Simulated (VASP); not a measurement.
A convergence study with VASP on Cr (space group no. 229 when undisturbed): a few settings are varied, all else stays as given below, so the limit is that of these other settings. One atom is moved off its site, so that forces are finite.

```
CELL_PARAMETERS angstrom
      2.87136     0.00000     0.00000
      0.00000     2.87136     0.00000
      0.00000     0.00000     2.87136
ATOMIC_POSITIONS crystal
  Cr 0.00000 0.00000 0.01741
  Cr 0.50000 0.50000 0.50000
```
Starting moments (μB, in the order of the record's atoms Cr Cr): 1.5 -1.5.

Calculation: PBE GGA, VASP's PBE PAW potentials (set 64) (plane waves; VASP). The last row used: 300 eV cut-off, 18×18×18 Γ-centred mesh, Gaussian smearing of 0.010 eV, potentials Cr_pv.

```tsv
setting	E (eV/atom)	pressure (GPa)	largest force (eV/Å)	irreducible k-points
SIGMA = 1.0	-9.4604	-2.15	0.271	550
SIGMA = 0.5	-9.5210	-4.10	0.273	550
SIGMA = 0.3	-9.5308	-2.57	0.285	550
SIGMA = 0.2	-9.5323	-2.20	0.286	550
SIGMA = 0.1	-9.5328	-2.10	0.288	550
SIGMA = 0.05	-9.5328	-2.13	0.290	550
SIGMA = 0.02	-9.5327	-2.17	0.292	550
SIGMA = 0.01	-9.5327	-2.19	0.293	550
```

VASP warned of too few bands at SIGMA = 1.0.

Left out are rungs that failed or repeat a setting and relaxations that didn't move; long series are thinned to 24 rows.

The structure is a typed Cr crystal (space group no. 229). The cell was not relaxed at this level, it is distorted from the ideal structure. VASP warned that the highest band is occupied, so more bands are needed.
